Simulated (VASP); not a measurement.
Consider the following.

```
CELL_PARAMETERS angstrom
      0.00000     2.31975     2.31975
      2.31975     0.00000     2.31975
      2.31975     2.31975     0.00000
ATOMIC_POSITIONS crystal
  Na 0.00000 0.00000 0.00000
  F  0.50000 0.50000 0.50000
```

Level of theory: r2SCAN+rVV10, VASP's PBE PAW potentials (set 64) (plane waves; VASP). Run with 520 eV cut-off, 10×10×10 Γ-centred mesh, Gaussian smearing of 0.050 eV, potentials Na_pv F.

Question: What does the run give for the energy per atom (σ→0), pressure, band gap (on the k-mesh) with the smallest direct gap where there is one?

Answer: 
```yaml
band gap (on the k-mesh): 7.07 eV
smallest direct gap (on the k-mesh): 7.07 eV
energy per atom (σ→0): -582.7 kJ/mol of atoms
pressure: -2.84 GPa
```

Total energies compare only between runs with the same potentials, cut-off and functional.

The compound is NaF in the rock salt structure. This cell is one point of a volume scan, at 1.06 of the reference volume.
